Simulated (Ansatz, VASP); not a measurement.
# SnH5CN2Cl3: VASP beside Ansatz, part 2 of 2

Wanted: the spread between two codes on one cell, functional and k mesh. The cell is taken from a series of runs on this material, whose earlier steps may have relaxed, scaled, displaced or heated it; both programs get it as it stands.

VASP 6.6.1 and Ansatz 0.2.0.

So far: Set-up; VASP: G0W0 gap, PBE.

### 3. Ansatz: G0W0 gap, PBE

Level of this step: Ansatz beside VASP: Kohn-Sham DFT, plane waves, PBE (Ansatz).

Ansatz runs on its PAW soft_1 files.

The same cell, functional and mesh now go to Ansatz, which takes its cutoff from its data sets.

File input.yaml:

```yaml
crystal:
  lattice:
    - [6.28210648, 0.0, 0.0]
    - [0.0, 4.01355864, 4.3200404]
    - [0.0, -4.01355864, 4.3200404]
  atoms:
    - { symbol: Sn, position: [0.5, 0.3960621482, 0.3960621482] }
    - { symbol: H, position: [0.1946291428, 0.7247691722, 0.7247691722] }
    - { symbol: H, position: [0.8053708572, 0.7247691722, 0.7247691722] }
    - { symbol: H, position: [0.3184001274, 0.9074519814, 0.9074519814] }
    - { symbol: H, position: [0.6815998726, 0.9074519814, 0.9074519814] }
    - { symbol: H, position: [0.0, 0.0406661769, 0.0406661769] }
    - { symbol: C, position: [0.0, 0.914334728, 0.914334728] }
    - { symbol: "N", position: [0.1837827794, 0.842828318, 0.842828318] }
    - { symbol: "N", position: [0.8162172206, 0.842828318, 0.842828318] }
    - { symbol: Cl, position: [0.5, 0.8327290134, 0.3539284933] }
    - { symbol: Cl, position: [0.5, 0.3539284933, 0.8327290134] }
    - { symbol: Cl, position: [0.0, 0.438978497, 0.438978497] }
kpoints:
  mp_grid: { grid: [2, 2, 2] }
hamiltonian:
  xc: pbe
  pseudopotentials: { kind: paw, azcp: { folder: soft_1 } }
scf:
  occupations: { method: fixed }
gw:
  n_empty_bands: 728
  ecut_chi: 140
  qp_bands: [v4, c4]
  qp_kpoints: band_edges
  screening: { model: contour_deformation }
```

The run is started by

```console
$ ansatz run input.yaml --threads 2 --pin off --max-ram 92160MiB --backend cuda --events-out ev --progress --plain --runs-dir out --devices 1 --max-vram 13GiB
```

Numbers of over 12 decimals in the logs are rounded to 6 here.

The log of the run:

```text
GPUs: using 1 of 1 available (devices: 1).
Engine: ansatz 0.2.0, x86_64-unknown-linux-gnu
Pseudopotentials: kind: paw
Pseudopotential: Sn, paw, valence charge 14, recommended cutoff 420 eV (normal), soft_1/Sn.paw.azcp
Pseudopotential: H, paw, valence charge 1, recommended cutoff 420 eV (normal), soft_1/H.paw.azcp
Pseudopotential: C, paw, valence charge 4, recommended cutoff 420 eV (normal), soft_1/C.paw.azcp
Pseudopotential: N, paw, valence charge 5, recommended cutoff 420 eV (normal), soft_1/N.paw.azcp
Pseudopotential: Cl, paw, valence charge 7, recommended cutoff 420 eV (normal), soft_1/Cl.paw.azcp
Functional definition: PBE
  parameter kappa = 0.804
  parameter beta = 0.066725
  exchange = pbe_x(kappa = kappa, mu = beta*pi^2/3)
  correlation = pbe_c(beta = beta)
device memory: the entry about to start is reckoned to put 1.7 GiB on a device that reports 28.7 GiB free (of which the cap on the GPU budget leaves the run 13.0 GiB)
GPU FFT provider: cuFFT
GPU libraries: cuBLAS 13.8.2, cuFFT 12.4.0, cuSOLVER 12.3.4
Crystal: 12 atoms, lattice volume = 217.848 Å³
Basis set: ecut = 420 eV, 4251 PW (Γ)
Bands: 39, of which v1, the nominal top of the filled ones, is band 27 counted from 1 (26 counted from 0)
Symmetry: 4 space group operations
Space group: Amm2 (ITA 38), of the structure as read, at distance tolerance 6.0e-5 Å
k-points: 6 of 8
Non-local potential: Sn, projectors of the file, l = 0: 2, l = 1: 2, l = 2: 2, l = 3: 1
Non-local potential: H, projectors of the file, l = 0: 2, l = 1: 1
Non-local potential: C, projectors of the file, l = 0: 2, l = 1: 2, l = 2: 1
Non-local potential: N, projectors of the file, l = 0: 2, l = 1: 2, l = 2: 1
Non-local potential: Cl, projectors of the file, l = 0: 2, l = 1: 2, l = 2: 1
PAW form: soft (Blöchl's): semilocal exchange-correlation on the pseudo side does not see the compensation charge
PAW one-centre angular grid: Sn, 590 points (default); XC on 64 Gauss nodes
PAW one-centre angular grid: H, 110 points (default); XC on 64 Gauss nodes
PAW one-centre angular grid: C, 110 points (default); XC on 64 Gauss nodes
PAW one-centre angular grid: N, 110 points (default); XC on 64 Gauss nodes
PAW one-centre angular grid: Cl, 110 points (default); XC on 64 Gauss nodes
Initial density: superposition of atomic densities (chi_scale 0.1, normalization cell), built separately for each of the 2 bonded fragments (scf.initial_density.interfragment_charge_transfer: auto; true builds it for the cell as a whole; a typed value also counts as a typed key of the start: scf.initial_density.chi_scale says what that changes, if anything)
Initial wavefunctions: pseudopotential atomic-orbital guess
GPU buffer pool allocated for 72000 grid points (all kernels)
GPU transforms: local potential and band sums: pruned to the plane-wave sphere, on 45×40×40
Functional: x = pbe(κ = 0.804, μ = 0.219515), c = pbe(β = 0.066725)
SCF iter   1: F=—  HF=-10370.076976 eV  |F-HF|=—  |Δ(HF+E_count)|=         —  Δρ=6.88e-2  dr2=9.16e0  ethr=3.10e-3  ⟨swp⟩=5.0  Hψ=891  notcnv=0  defer=58
preconditioner: auto → Resta (q_TF=auto, 2.162 Å⁻¹)  ε∞=2.7  [insulator: Δε(μ)=1.924 eV  Ē_g=12.212 eV  n_scr=32 (ndim 8)  ℏωp=15.9 eV  f_vac=0.088  ε∞_Penn≈2.7]
SCF iter   2: F=—  HF=-10367.521353 eV  |F-HF|=—  |Δ(HF+E_count)|=    2.56e0  Δρ=3.06e-2  dr2=1.42e0  ethr=3.10e-3  ⟨swp⟩=3.0  Hψ=487  notcnv=0  defer=57
SCF iter   3: F=—  HF=-10367.223607 eV  |F-HF|=—  |Δ(HF+E_count)|=   2.98e-1  Δρ=1.11e-2  dr2=2.36e-1  ethr=2.62e-3  ⟨swp⟩=2.0  Hψ=387  notcnv=0  defer=58
SCF iter   4: F=—  HF=-10367.196831 eV  |F-HF|=—  |Δ(HF+E_count)|=   2.68e-2  Δρ=2.66e-3  dr2=1.75e-2  ethr=4.38e-4  ⟨swp⟩=2.0  Hψ=337  notcnv=0  defer=60
SCF iter   5: F=—  HF=-10367.201766 eV  |F-HF|=—  |Δ(HF+E_count)|=   4.94e-3  Δρ=8.24e-4  dr2=1.95e-3  ethr=3.23e-5  ⟨swp⟩=2.2  Hψ=328  notcnv=0  defer=60
SCF iter   6: F=—  HF=-10367.203314 eV  |F-HF|=—  |Δ(HF+E_count)|=   1.55e-3  Δρ=1.98e-4  dr2=1.22e-4  ethr=3.62e-6  ⟨swp⟩=2.2  Hψ=343  notcnv=0  defer=60
SCF iter   7: F=—  HF=-10367.203331 eV  |F-HF|=—  |Δ(HF+E_count)|=   1.79e-5  Δρ=5.46e-5  dr2=6.71e-6  ethr=2.25e-7  ⟨swp⟩=2.0  Hψ=362  notcnv=0  defer=58
SCF iter   8: F=—  HF=-10367.203339 eV  |F-HF|=—  |Δ(HF+E_count)|=   7.30e-6  Δρ=1.16e-5  dr2=4.22e-7  ethr=1.24e-8  ⟨swp⟩=2.0  Hψ=297  notcnv=0  defer=54
SCF iter   9: F=-10367.203339 eV  HF=-10367.203339 eV  |F-HF|=2.07e-8  |Δ(HF+E_count)|=   4.99e-7  Δρ=2.72e-6  dr2=2.10e-8  ethr=1.85e-10  ⟨swp⟩=15.3  Hψ=1483  notcnv=0
SCF 1 converged in 9 iterations: F = -10367.203339 eV  dr2 = 2.10e-8
  greatest PAW one-centre occupation: 0.993 electrons in one spin orbital (limit 2), on the Sn atom at site 0 (counted from 0), in its partial waves of l = 2
device memory: the entry about to start is reckoned to put 2.2 GiB on a device that reports 28.8 GiB free (of which the cap on the GPU budget leaves the run 13.0 GiB)
NSCF: frozen V_eff on 6 k-points
the band table was solved once the SCF had ended and its energy, with any forces and stress, was formed, with the checks that follow a solve (1062 applications of the Hamiltonian). They found nothing against the state; the energy, forces and stress were not computed again (output.eigenvalues in the input reference)
device memory: the entry about to start is reckoned to put 4.5 GiB on a device that reports 28.8 GiB free (of which the cap on the GPU budget leaves the run 13.0 GiB)
NSCF: frozen V_eff on 6 k-points
G₀W₀ screening: q 1/6
[... further progress lines ...]
device memory: the entry about to start is reckoned to put 0.7 GiB on a device that reports 40.2 GiB free (of which the cap on the GPU budget leaves the run 13.0 GiB)
NSCF: frozen V_eff on 1 k-points
device memory: the entry about to start is reckoned to put 0.7 GiB on a device that reports 40.2 GiB free (of which the cap on the GPU budget leaves the run 13.0 GiB)
NSCF: frozen V_eff on 1 k-points
SCF converged after 9 iterations
Free energy (F): -10367.203339 eV
Harris-Foulkes:  -10367.203339 eV  (|F-HF|=2.07e-8)
Internal energy: -10367.203339 eV  (E = F + TS)
E sigma→0 (E₀):  -10367.203339 eV
Fermi energy:    1.246795 eV
--- Per-component energies (eV) ---
  E_band       = -457.238984
  E_kinetic    = 1035.861517
  E_local      = -3647.573365  (includes V_loc(G=0)·N_el)
  E_nonlocal   = 335.712951
  E_hartree    = 1445.095163
  E_xc         = -653.584988
  E_vxc        = -688.115627  (∫ρ·V_xc dr)
  E_paw        = -6705.899128  (= ΣΔE_a)
  E_vpaw       = -383.313769  (= ΣTr[D̂ρ^β])
  E_aug_tail   = -0.002670  (compensation charges beyond the density's cutoff)
  E_ewald      = -2176.812818
  E_smearing   = -0.000000  (= −TS)
  E_closure    = 0.000000  (closes the sum)
  Σ components = -10367.203339   (vs F -10367.203339, Δ=0.00e0)
--- Band table (eV; the first three rows and the last of 6) ---
  k-point 0: bands = [... 23 lower, -0.7918, -0.2952, -0.0154, 0.1497, 4.5313, 5.3849, 5.5466, 6.3322, ... 8 higher]
  k-point 1: bands = [... 23 lower, -0.3179, -0.2961, 0.0977, 0.2405, 4.3260, 4.5976, 5.2398, 6.2186, ... 8 higher]
  k-point 2: bands = [... 23 lower, -0.4304, -0.2138, 0.0904, 0.9068, 3.8395, 4.0184, 4.7225, 4.9435, ... 8 higher]
  k-point 5: bands = [... 23 lower, -0.4786, -0.0969, 0.2519, 1.2468, 3.2759, 3.9180, 4.0530, 4.6815, ... 8 higher]
--- G₀W₀: contour deformation, 6 samples at zero and on the imaginary axis and 1 off it, 8 q-points, 728 empty bands' worth ---
  eigenvalues of the whole cell's RPA ε∞ on this k-mesh (on a slab, of 1 + 4πα/V) = 3.8351, 4.1105, 4.5154; static W/v taken at q = 0 is 0.241581
  gw.qp_kpoints: band_edges: 6 of 6 stored k-points solved, in 1 pass; an edge of the gap read off the rows below is read off those points alone
    ik  band        ε_KS         Σx   Σc(E_QP)       V_xc       Z   E_QP_lin       E_QP  E_QP is
     0    24     -0.7918   -20.3858     3.2975   -15.7846  0.7165    -2.1662    -2.0954  root
     0    25     -0.2952   -20.2815     3.0177   -16.1100  0.7140    -1.5013    -1.4490  root
     0    26     -0.0154   -19.9581     3.1330   -15.5860  0.7115    -1.3204    -1.2545  root
     0    27      0.1497   -20.2467     3.3318   -15.6217  0.7097    -1.2173    -1.1435  root
     0    28      4.5313    -8.8689    -4.1201   -14.4531  0.7664     6.0639     5.9953  root
     0    29      5.3849    -5.1132    -3.7676    -9.5320  0.7952     6.0464     6.0360  root
     0    30      5.5466    -8.8623    -4.0664   -13.5099  0.7273     6.1363     6.1278  root
     0    31      6.3322    -8.1668    -4.0604   -12.8933  0.7557     7.0132     6.9983  root
     1    24     -0.3179   -20.4497     3.0262   -16.2445  0.7179    -1.5496    -1.4968  root
     1    25     -0.2961   -19.6039     2.8438   -15.5454  0.7171    -1.5731    -1.5108  root
     1    26      0.0977   -20.0617     3.3227   -15.4412  0.7097    -1.2752    -1.2000  root
     1    27      0.2405   -19.6017     2.3094   -16.1446  0.7312    -0.9536    -0.9072  root
     1    28      4.3260    -8.0340    -3.7758   -12.5606  0.7707     5.0918     5.0767  root
     1    29      4.5976    -8.8359    -4.1198   -14.2918  0.7645     5.9900     5.9337  root
     1    30      5.2398    -8.5429    -3.8952   -12.9898  0.7385     5.8000     5.7916  root
     1    31      6.2186    -5.9688    -4.0273   -10.8611  0.7833     7.1039     7.0836  root
     2    24     -0.4304   -21.2760     3.0181   -17.0210  0.7324    -1.7195    -1.6672  root
     2    25     -0.2138   -19.6176     3.1908   -15.1754  0.7092    -1.5361    -1.4651  root
     2    26      0.0904   -20.0183     3.3096   -15.4150  0.7100    -1.2778    -1.2032  root
     2    27      0.9068   -19.4037     1.5754   -16.7807  0.7469    -0.1732    -0.1409  root
     2    28      3.8395    -7.2659    -3.6322   -11.4211  0.7779     4.3693     4.3626  root
     2    29      4.0184    -7.2553    -3.7239   -11.6737  0.7753     4.7251     4.7128  root
     2    30      4.7225    -9.0106    -4.1864   -14.5884  0.7621     6.1775     6.1139  root
     2    31      4.9435    -8.4086    -3.7360   -12.6689  0.7457     5.4752     5.4677  root
[...]
5    24     -0.4786   -20.0901     2.9672   -16.0112  0.7080    -1.6408    -1.5903  root
     5    25     -0.0969   -19.8277     3.1750   -15.4009  0.7112    -1.4168    -1.3486  root
     5    26      0.2519   -20.5359     3.2771   -15.9734  0.7129    -1.1029    -1.0335  root
     5    27      1.2468   -18.9437     1.3981   -16.5159  0.7498     0.1881     0.2171  root
     5    28      3.2759    -6.9237    -3.4833   -10.8692  0.7773     3.7431     3.7382  root
     5    29      3.9180    -7.5788    -3.6844   -11.8097  0.7764     4.4719     4.4645  root
     5    30      4.0530    -7.0385    -3.6451   -11.2039  0.7757     4.5800     4.5733  root
     5    31      4.6815    -9.2932    -4.2944   -15.1742  0.7618     6.3557     6.2681  root
```

### 4. Side by side

Known differences besides the potentials themselves: fixed occupations in Ansatz, narrow Gaussian smearing in VASP; the cutoff is 420 eV in Ansatz and 450 eV in VASP; VASP leaves aspherical gradient terms in its spheres out (LASPH is not set), Ansatz keeps them; Ansatz integrates over frequency by contour deformation, VASP on a grid of NOMEGA points; Ansatz's G0W0 levels solve the quasiparticle equation, VASP's are linearised. Total energies have different zeros and are not compared.

Both answers:

```csv
quantity,Ansatz,VASP,difference
G0W0 gap on the mesh (eV),3.52,3.56,-0.04
Kohn-Sham gap under it (eV),2.03,2.03,0.00
```

### 5. Summary of results

- difference in G0W0 gap on the mesh (G0W0 gap, PBE): -0.042 eV

In words: The difference in G0W0 gap on the mesh is -0.042 eV (G0W0 gap, PBE). Such differences can come from data sets, numerical settings and the points named under the comparisons, not from the functional's error against experiment.

[Lines on the potential files, build, host, timing and source positions are cut from VASP's logs without a mark.]

[Logs are printed without paths, hosts, clocks, repeated set-up lines and the standing remarks that a program may print on its own settings, such as how far it seeks lower states.]

[Hosts, paths, dates, database ids (printed as entryN), source tags and the programs' standing remarks are cut or masked in the printed files.]
